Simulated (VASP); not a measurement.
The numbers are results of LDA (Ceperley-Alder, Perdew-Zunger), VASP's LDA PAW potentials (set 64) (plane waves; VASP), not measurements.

Input for VASP

### KPOINTS
```
Regular mesh
0
G
7 7 1
0 0 0
```

**INCAR**
```
# general
SYSTEM   =  FePt
PREC     =  Accurate
ENCUT    =  450   # plane-wave cut-off (eV)
LREAL    =  .False.   # projection in real space or not
LASPH    =  .True.

# electronic loop
EDIFF    =  1E-6
NELM     =  100   # most electronic steps
ALGO     =  Normal
LMAXMIX  =  6   # l cut-off of mixed one-centre charges

# smearing
ISMEAR   =  1   # Methfessel-Paxton
SIGMA    =  0.272   # width (eV)

# spin
ISPIN    =  2

# ions
ISIF     =  2

# output
LWAVE    =  .False.
LCHARG   =  .False.
LORBIT   =  11   # lm-projected
```

### POSCAR
```
FePt
1.0
  2.7280000000   0.0000000000   0.0000000000
  0.0000000000   2.7280000000   0.0000000000
  0.0000000000   0.0000000000  17.6060000000
Fe Pt
2 2
Cart
 -0.1113187680  -0.0116021840   7.9149709660
 -0.0400961440  -0.1071340160  11.5606982040
  1.3806217040   1.4290300640   6.0272908580
  1.4987932080   1.4177061360   9.7091632140
```

POTCAR, in this order: Fe Pt (LDA.64 set). Program: vasp_std. The INCAR's line for the spin-polarised start is left out here.

The cell holds a wide vacuum, so values per volume refer to the whole cell. The run has a spin-polarised start. Unless said otherwise, spin-orbit coupling is left out, though it shifts the bands of the heavy elements here.

**Question.** What does the run give for the energy per atom (σ→0), cell moment, largest force, band gap (on the k-mesh)?

**Answer.** 
| Item | Result |
|---|---|
| energy per atom (σ→0) | -7.757 eV/atom |
| cell moment | 6.68 μB |
| band gap (on the k-mesh) | none (metal, semimetal or under 0.01 eV) |
| largest force | 1.509 eV/Å |

### OSZICAR
```
...
DAV:  24    -0.310269647718E+02   -0.19615E-04   -0.37537E-06  2214   0.267E-02    0.994E-03
DAV:  25    -0.310269819795E+02   -0.17208E-04   -0.10549E-06  2032   0.116E-02    0.932E-03
DAV:  26    -0.310269944248E+02   -0.12445E-04   -0.61228E-07  1906   0.101E-02    0.628E-03
DAV:  27    -0.310270014153E+02   -0.69905E-05   -0.39229E-07  1876   0.638E-03    0.426E-03
DAV:  28    -0.310270080048E+02   -0.65895E-05   -0.49534E-07  1936   0.480E-03    0.262E-03
DAV:  29    -0.310270092217E+02   -0.12169E-05   -0.13141E-07  1730   0.355E-03    0.160E-03
DAV:  30    -0.310270091990E+02    0.22709E-07   -0.79396E-08  1704   0.203E-03
   1 F= -.31027009E+02 E0= -.31029745E+02  d E =0.820663E-02  mag=     6.6777
```

The cell is a sheet with vacuum, built from a database entry that may be metastable or hypothetical.
